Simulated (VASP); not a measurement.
A run of VASP 6.6.1 is set up as follows.

Contents of INCAR:

```
PREC     = Accurate       # precision mode
ENCUT    = 600            # plane-wave cutoff, eV
EDIFF    = 1E-7           # SCF threshold, eV
ISMEAR   = 1              # smearing method
SIGMA    = 0.1            # smearing width, eV
LREAL    = F              # projectors in reciprocal space
LASPH    = T              # aspherical terms in the spheres
NELM     = 80             # most SCF steps
ALGO     = Normal         # electronic algorithm
ISIF     = 3              # what is computed and relaxed
LWAVE    = F              # write WAVECAR
LCHARG   = F              # write CHGCAR
GGA      = PE             # functional
IVDW     = 12             # dispersion correction
IBRION   = 2              # ionic algorithm
NSW      = 90             # ionic steps
EDIFFG   = -0.005         # ionic threshold
```

KPOINTS

```
regular mesh
0
Gamma
  15 15 10
```

Contents of POSCAR:

```
MgB2                                    
1.0
    3.0432139051     -0.0000000000      0.0000000000
   -1.5216069526      2.6355005510     -0.0000000000
   -0.0000000000      0.0000000000      3.4741659275
  Mg              B             
     1     2
Direct
     0.0000000000000000    0.0000000000000000    0.0000000000000000
     0.3333333332999970    0.6666666667000030    0.5000000000000000
     0.6666666667000030    0.3333333332999970    0.5000000000000000
```

Potentials or basis: VASP PAW PBE potentials, release 64 (Mg, B).

The run is started by

```bash
$ cat potpaw_PBE.64/Mg/POTCAR potpaw_PBE.64/B/POTCAR > POTCAR
$ mpirun -np 1 vasp_std > vasp.out
```

Task: Predict the dispersion energy per atom.

Result: -0.294 eV.

Task: Estimate the band gap on the k mesh.

Result: None (metal or under the smearing width).

Final structure:
```
Mg B
1.0
     3.04321    0.00000    0.00000
    -1.52161    2.63550    0.00000
     0.00000    0.00000    3.47417
Mg B
1 2
Cartesian
  0.0000 0.0000 0.0000
  0.0000 1.7570 1.7371
  1.5216 0.8785 1.7371
```

Caveat: the relaxation stopped at its first step, so nothing moved.
